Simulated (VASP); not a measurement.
Shape and ions are relaxed at each volume.

Input:

Gd is modelled in the hexagonal space group P6₃/mmc (No. 194), the hcp (Mg type) structure, Pearson symbol hP2. Lattice parameters: a = 3.5747 Å, b = 3.5747 Å, c = 5.6200 Å, α = 90.00°, β = 90.00°, γ = 120.00°. Gd on 2c is coordinated by 12 Gd at 3.486–3.575 Å (anticuboctahedral). (Neighbours: up to the widest gap in distance over summed covalent radii, below 1.35, at either atom.)

These are MS2 meta-GGA, VASP's PBE PAW potentials (set 64) (plane waves; VASP) values and carry that method's errors. Numerical set-up: 520 eV cut-off, 12×12×7 Γ-centred mesh, first-order Methfessel-Paxton smearing of 0.10 eV, potentials Gd_3.

The 4f electrons are frozen in the core of the lanthanide potential, so 4f levels, which can set the real gap, and their magnetism are missing.

Task: Give the energy at these volumes per atom, relative to the lowest: 29.44, 30.38, 31.32, 32.26, 33.19 Å³.

Result: 11.4, 1.9, 0.0, 4.7, 15.1 meV/atom. A third-order Birch-Murnaghan fit gives B0 = 38.5 GPa and B0′ = 3.8.

Measured: bulk modulus 37.9 GPa (computed value off by +1.5 %), as given by Wikipedia, Gadolinium (infobox). The calculation is for a static lattice, while the measured bulk modulus holds thermal and zero-point effects, which are part of the difference.

The compound is Gd in the hcp structure. It was relaxed first, which changed the volume by -6 %.
